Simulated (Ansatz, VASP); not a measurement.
**Al: VASP beside Ansatz**

One calculation is typed for both programs; each brings its own data sets. How far apart do they land? The cell is taken from a series of runs on this material, whose earlier steps may have relaxed, scaled, displaced or heated it; both programs get it as it stands.

Calculated with Ansatz 0.2.0; plane waves, with VASP 6.6.1 beside it; LDA.

## Step 1: Starting point

The cell holds 5 atoms: 5 Al. Its edges and angles: a = 2.766 Å, b = 2.766 Å, c = 42.460 Å, α = 90.0°, β = 90.0°, γ = 120.0°. Vacuum lies along c.

Structure file:

```xyz
5
Lattice="2.7659 0.0000 0.0000 -1.3830 2.3954 0.0000 0.0000 0.0000 42.4600" Properties=species:S:1:pos:R:3
Al    1.3830    2.3954    6.4704
Al    0.0000    1.5969    8.8220
Al    1.3830    0.7985   11.1650
Al    1.3830    2.3954   13.5080
Al    0.0000    1.5969   15.8596
```

## Step 2: VASP: zone-centre phonons, LDA

Second derivatives magnify differences that forces hide, and they need a tight electronic threshold.

Lines of VASP's logs that name or quote its potential files are left out, and so is its time.

The input, INCAR:

```
SYSTEM = Al
PREC = Accurate
ENCUT = 500
EDIFF = 1E-08
NELM = 120
ISMEAR = 1
SIGMA = 0.15
LREAL = .FALSE.
ALGO = Normal
GGA = PW92
NBANDS = 13
LORBIT = 11
LWAVE = .FALSE.
LCHARG = .FALSE.
ISIF = 2
IBRION = 8
LASPH = .TRUE.
GGA_COMPAT = .FALSE.
NELMDL = -8
KPAR = 2
```

The input, POSCAR:

```
Al
1.0
    2.7659423349      0.0000027950      0.0000000000
   -1.3829735880      2.3953749299      0.0000000000
    0.0000000000      0.0000000000     42.4600031270
Al
5
Direct
    0.9999999999      1.0000000000      0.1523886527
    0.3333333333      0.6666666666      0.2077724959
    0.6666666666      0.3333333333      0.2629531130
    0.9999999999      1.0000000000      0.3181337301
    0.3333333333      0.6666666666      0.3735175733
```

The input, KPOINTS:

```
Automatic mesh
0
Gamma
12 12 1
0 0 0
```

The projector-augmented-wave data sets are Al (LDA family, release 64).

Started as:

```console
$ mpirun -np 2 vasp_std
```

Numbers of over 12 decimals in the logs are rounded to 6 here.

Output:

```text
[banner, memory and clock lines left out]
running    2 mpi-ranks, on    1 nodes
 distrk:  each k-point on    1 cores,    2 groups
 distr:  one band on    1 cores,    1 groups

 POSCAR found type information on POSCAR Al
 POSCAR found :  1 types and       5 ions
|                                                                             |
|               ----> ADVICE to this user running VASP <----                  |
|                                                                             |
|     You enforced a specific xc type in the INCAR file but a different       |
|     [... a line on the potential file left out ...]
|     I HOPE YOU KNOW WHAT YOU ARE DOING!                                     |
|                                                                             |

 LDA part: xc-table for (Slater(with rela. corr.)+PW92), standard interpolation
 POSCAR, INCAR and KPOINTS ok, starting setup
 FFT: planning ... GRIDC
 FFT: planning ... GRID_SOFT
 FFT: planning ... GRID
 WAVECAR not read
 entering main loop
       N       E                     dE             d eps       ncg     rms          rms(c)
DAV:   1     0.534845366050E+02    0.53485E+02   -0.44434E+03   502   0.740E+02
DAV:   2    -0.184635410627E+02   -0.71948E+02   -0.63442E+02   744   0.131E+02
DAV:   3    -0.208295726054E+02   -0.23660E+01   -0.22949E+01   652   0.255E+01
DAV:   4    -0.209190035480E+02   -0.89431E-01   -0.89327E-01   667   0.660E+00
DAV:   5    -0.209259452409E+02   -0.69417E-02   -0.69409E-02   833   0.162E+00
DAV:   6    -0.209260895609E+02   -0.14432E-03   -0.14432E-03   798   0.219E-01
DAV:   7    -0.209260964822E+02   -0.69213E-05   -0.69211E-05   836   0.383E-02
DAV:   8    -0.209260967914E+02   -0.30923E-06   -0.30930E-06   819   0.640E-03    0.354E+00
DAV:   9    -0.205065124208E+02    0.41958E+00   -0.31021E+00   544   0.962E+00    0.239E+00
DAV:  10    -0.202558988827E+02    0.25061E+00   -0.13098E+00   549   0.802E+00    0.143E+00
DAV:  11    -0.201467528267E+02    0.10915E+00   -0.34347E-01   594   0.309E+00    0.343E-01
DAV:  12    -0.201463194970E+02    0.43333E-03   -0.27333E-02   651   0.967E-01    0.282E-01
DAV:  13    -0.201451932491E+02    0.11262E-02   -0.17954E-03   722   0.257E-01    0.212E-01
DAV:  14    -0.201422949738E+02    0.28983E-02   -0.22116E-03   614   0.204E-01    0.469E-02
[...]
DAV:  25    -0.201434644640E+02   -0.28151E-05   -0.97878E-08   506   0.831E-04    0.535E-04
DAV:  26    -0.201434648223E+02   -0.35826E-06   -0.39886E-09   516   0.349E-04    0.104E-04
DAV:  27    -0.201434651229E+02   -0.30066E-06   -0.38977E-09   426   0.258E-04    0.167E-04
DAV:  28    -0.201434651892E+02   -0.66272E-07   -0.66968E-10   421   0.147E-04    0.472E-05
DAV:  29    -0.201434652368E+02   -0.47575E-07   -0.22473E-10   388   0.764E-05    0.182E-05
DAV:  30    -0.201434652577E+02   -0.20940E-07   -0.10757E-11   307   0.517E-05    0.719E-06
DAV:  31    -0.201434652695E+02   -0.11729E-07    0.40325E-11   312   0.269E-05    0.166E-05
DAV:  32    -0.201434652757E+02   -0.62635E-08    0.49651E-11   312   0.236E-05
   1 F= -.20143465E+02 E0= -.20142855E+02  d E =-.183190E-02
 Linear response reoptimize wavefunctions to high precision
DAV:   1    -0.201434652772E+02   -0.15219E-08    0.57411E-11   417   0.145E-05
DAV:   2    -0.201434652772E+02    0.10914E-10    0.64645E-11   352   0.743E-06
 Linear response DOF=           6
 Linear response progress:
  Degree of freedom:   1/  6
       N       E                     dE             d eps       ncg     rms          rms(c)
RMM:   1    -0.278949642031E-02   -0.27895E-02   -0.23709E-03  3206   0.295E-01
RMM:   2    -0.270269437323E-02    0.86802E-04   -0.64757E-05  2993   0.526E-02    0.386E-02
RMM:   3    -0.263299297016E-02    0.69701E-04   -0.96238E-06  3182   0.176E-02    0.229E-02
RMM:   4    -0.259090913362E-02    0.42084E-04   -0.14238E-05  3235   0.181E-02    0.113E-03
RMM:   5    -0.259151071842E-02   -0.60158E-06   -0.46226E-07  3525   0.411E-03    0.184E-03
RMM:   6    -0.259095873903E-02    0.55198E-06   -0.69367E-08  3531   0.103E-03    0.642E-04
RMM:   7    -0.259090957031E-02    0.49169E-07   -0.16258E-08  3356   0.593E-04    0.113E-04
RMM:   8    -0.259084595482E-02    0.63615E-07   -0.62078E-09  3625   0.146E-04    0.655E-05
RMM:   9    -0.259082102675E-02    0.24928E-07    0.33731E-11  3558   0.468E-05    0.441E-05
RMM:  10    -0.259077129423E-02    0.49733E-07    0.25009E-10  3430   0.300E-05    0.598E-06
RMM:  11    -0.259077032248E-02    0.97175E-09   -0.19871E-10  3802   0.716E-06    0.362E-06
 first order change of Fermi-energy   0.86658E-04
 force on displaced ion       1 direction 1 :  -0.469  -0.000   0.000
 Linear response progress:
  Degree of freedom:   2/  6
       N       E                     dE             d eps       ncg     rms          rms(c)
RMM:   1    -0.249936527957E-01   -0.24994E-01    0.22137E-02  1197   0.738E-01
RMM:   2    -0.219804235767E-01    0.30132E-02   -0.11785E-03   801   0.217E-01    0.536E-02
RMM:   3    -0.221973712472E-01   -0.21695E-03   -0.75017E-04   894   0.964E-02    0.461E-02
RMM:   4    -0.220800196028E-01    0.11735E-03   -0.92146E-05   952   0.324E-02    0.380E-02
RMM:   5    -0.218976120996E-01    0.18241E-03   -0.40206E-05   924   0.200E-02    0.125E-02
RMM:   6    -0.219102605039E-01   -0.12648E-04   -0.11049E-05   907   0.103E-02    0.735E-03
RMM:   7    -0.219100970073E-01    0.16350E-06   -0.24236E-06   907   0.515E-03    0.193E-03
RMM:   8    -0.219108872319E-01   -0.79022E-06   -0.25933E-07   917   0.209E-03    0.742E-04
RMM:   9    -0.219115974269E-01   -0.71020E-06   -0.45081E-08   936   0.815E-04    0.421E-04
RMM:  10    -0.219134388744E-01   -0.18414E-05   -0.40961E-08   887   0.590E-04    0.206E-04
RMM:  11    -0.219143378472E-01   -0.89897E-06   -0.19232E-08   917   0.366E-04    0.133E-04
RMM:  12    -0.219156547102E-01   -0.13169E-05   -0.69432E-08   888   0.530E-04    0.725E-05
RMM:  13    -0.219158373264E-01   -0.18262E-06   -0.19858E-08   949   0.255E-04    0.399E-05
RMM:  14    -0.219159541928E-01   -0.11687E-06   -0.73546E-09   922   0.126E-04    0.228E-05
RMM:  15    -0.219159590503E-01   -0.48576E-08   -0.99709E-10   917   0.980E-05    0.131E-05
 first order change of Fermi-energy  -0.56444E+00
 force on displaced ion       1 direction 3 :   0.000   0.000  -2.796
 Linear response progress:
  Degree of freedom:   3/  6
       N       E                     dE             d eps       ncg     rms          rms(c)
RMM:   1    -0.305915097087E-02   -0.30592E-02   -0.26992E-03  3248   0.315E-01
RMM:   2    -0.293957361911E-02    0.11958E-03   -0.43599E-05  3010   0.409E-02    0.318E-02
RMM:   3    -0.290547546413E-02    0.34098E-04   -0.36180E-06  3211   0.111E-02    0.194E-02
RMM:   4    -0.288947802975E-02    0.15997E-04   -0.62083E-06  3223   0.131E-02    0.101E-03
RMM:   5    -0.289075927004E-02   -0.12812E-05   -0.22707E-07  3556   0.282E-03    0.147E-03
RMM:   6    -0.289076651174E-02   -0.72417E-08   -0.40013E-08  3526   0.701E-04    0.522E-04
 first order change of Fermi-energy   0.11746E-04
 force on displaced ion       2 direction 1 :  -1.005   0.000  -0.001
 Linear response progress:
  Degree of freedom:   4/  6
       N       E                     dE             d eps       ncg     rms          rms(c)
RMM:   1    -0.239271722403E-01   -0.23927E-01    0.10287E-01  1073   0.875E-01
RMM:   2    -0.228421770702E-01    0.10850E-02   -0.11040E-03   810   0.219E-01    0.657E-02
RMM:   3    -0.239384616198E-01   -0.10963E-02   -0.16463E-03   965   0.125E-01    0.884E-02
RMM:   4    -0.227881552781E-01    0.11503E-02   -0.23096E-04   955   0.427E-02    0.418E-02
RMM:   5    -0.225489935515E-01    0.23916E-03   -0.12999E-04   932   0.263E-02    0.169E-02
RMM:   6    -0.225605894823E-01   -0.11596E-04   -0.20209E-05   866   0.143E-02    0.744E-03
RMM:   7    -0.225709748483E-01   -0.10385E-04   -0.21654E-06   890   0.606E-03    0.176E-03
RMM:   8    -0.225704559757E-01    0.51887E-06   -0.17873E-07   905   0.215E-03    0.458E-04
RMM:   9    -0.225703057293E-01    0.15025E-06    0.36366E-10   935   0.667E-04    0.243E-04
RMM:  10    -0.225701877100E-01    0.11802E-06    0.36536E-09   906   0.390E-04    0.136E-04
RMM:  11    -0.225702722552E-01   -0.84545E-07   -0.10428E-08   913   0.293E-04    0.974E-05
RMM:  12    -0.225703841691E-01   -0.11191E-06   -0.30414E-08   893   0.337E-04    0.452E-05
RMM:  13    -0.225703265351E-01    0.57634E-07    0.67216E-09   948   0.168E-04    0.233E-05
RMM:  14    -0.225703268123E-01   -0.27718E-09   -0.72757E-09   930   0.877E-05    0.136E-05
 first order change of Fermi-energy  -0.18081E+00
 force on displaced ion       2 direction 3 :   0.000  -0.000  -5.173
 Linear response progress:
  Degree of freedom:   5/  6
       N       E                     dE             d eps       ncg     rms          rms(c)
RMM:   1    -0.308830257501E-02   -0.30883E-02   -0.27442E-03  1878   0.305E-01
RMM:   2    -0.296121192993E-02    0.12709E-03   -0.48122E-05  1746   0.374E-02    0.322E-02
RMM:   3    -0.292687392492E-02    0.34338E-04   -0.35230E-06  1840   0.101E-02    0.196E-02
RMM:   4    -0.291156456810E-02    0.15309E-04   -0.67628E-06  1869   0.131E-02    0.921E-04
RMM:   5    -0.291256670387E-02   -0.10021E-05   -0.18573E-07  2006   0.270E-03    0.489E-04
RMM:   6    -0.291349632583E-02   -0.92962E-06   -0.13851E-08  1984   0.556E-04    0.157E-04
RMM:   7    -0.291363819980E-02   -0.14187E-06   -0.17913E-09  2031   0.190E-04    0.434E-05
RMM:   8    -0.291365064572E-02   -0.12446E-07   -0.18610E-09  2055   0.579E-05    0.227E-05
RMM:   9    -0.291363393072E-02    0.16715E-07    0.29866E-10  2052   0.184E-05    0.456E-06
RMM:  10    -0.291363337298E-02    0.55774E-09   -0.19256E-10  2081   0.567E-06    0.261E-06
 first order change of Fermi-energy  -0.30938E-03
 force on displaced ion       3 direction 1 :  -1.119  -0.000   0.000
 Linear response progress:
  Degree of freedom:   6/  6
       N       E                     dE             d eps       ncg     rms          rms(c)
RMM:   1    -0.232500122559E-01   -0.23250E-01    0.12445E-01  1137   0.876E-01
RMM:   2    -0.228751742764E-01    0.37484E-03   -0.13089E-03   809   0.229E-01    0.630E-02
RMM:   3    -0.229527937213E-01   -0.77619E-04   -0.13760E-03   883   0.119E-01    0.494E-02
RMM:   4    -0.229649796948E-01   -0.12186E-04   -0.14661E-04   953   0.387E-02    0.493E-02
RMM:   5    -0.226093534421E-01    0.35563E-03   -0.47573E-05   934   0.229E-02    0.120E-02
RMM:   6    -0.226337899383E-01   -0.24436E-04   -0.95518E-06   905   0.117E-02    0.363E-03
RMM:   7    -0.226348797513E-01   -0.10898E-05   -0.10575E-06   904   0.462E-03    0.992E-04
RMM:   8    -0.226346779872E-01    0.20176E-06   -0.86884E-08   929   0.134E-03    0.520E-04
RMM:   9    -0.226344744266E-01    0.20356E-06    0.72932E-09   912   0.535E-04    0.243E-04
RMM:  10    -0.226343082137E-01    0.16621E-06   -0.13549E-08   909   0.350E-04    0.113E-04
RMM:  11    -0.226343627525E-01   -0.54539E-07   -0.74993E-09   913   0.172E-04    0.713E-05
RMM:  12    -0.226343960014E-01   -0.33249E-07   -0.10303E-08   876   0.194E-04    0.449E-05
RMM:  13    -0.226343912188E-01    0.47825E-08   -0.12701E-08   922   0.134E-04    0.133E-05
 first order change of Fermi-energy   0.14061E-02
 force on displaced ion       3 direction 3 :  -0.000  -0.000  -4.908
 Linear response finished
```

(Part 1 of 2 ends here.)

[Lines on the potential files, build, host, timing and source positions are cut from VASP's logs without a mark.]

[Logs are printed without paths, hosts, clocks, repeated set-up lines and the standing remarks that a program may print on its own settings, such as how far it seeks lower states.]

[Hosts, paths, dates, database ids (printed as entryN), source tags and the programs' standing remarks are cut or masked in the printed files.]
